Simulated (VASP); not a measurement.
Energy against volume of Dy (hcp). Method: TPSS meta-GGA, VASP's PBE PAW potentials (set 64) (plane waves; VASP). Run with 520 eV cut-off, 12×12×7 Γ-centred mesh, first-order Methfessel-Paxton smearing of 0.10 eV, potentials Dy_3.

The 4f electrons are frozen in the core of the lanthanide potential, so 4f levels, which can set the real gap, and their magnetism are missing.

Shape and ions are relaxed at each volume.

| V (Å³/atom) | E (eV/atom) |
|---|---|
| 30.147 | -8.23933 |
| 31.079 | -8.24268 |
| 32.012 | -8.23899 |
| 32.944 | -8.22922 |

### Question
Fit these four points and predict the energy of the run at 29.215 Å³/atom.

### Answer
A cubic in V^(−2/3), the third-order Birch-Murnaghan form, passes through the four points with V0 = 31.03 Å³/atom and B0 = 40 GPa, and gives -8.2278 eV/atom there. The run gave -8.2277 eV/atom, +0.1 meV/atom from the fit; all five points give B0 = 41 GPa.

The compound is Dy in the hcp structure. It was relaxed first.
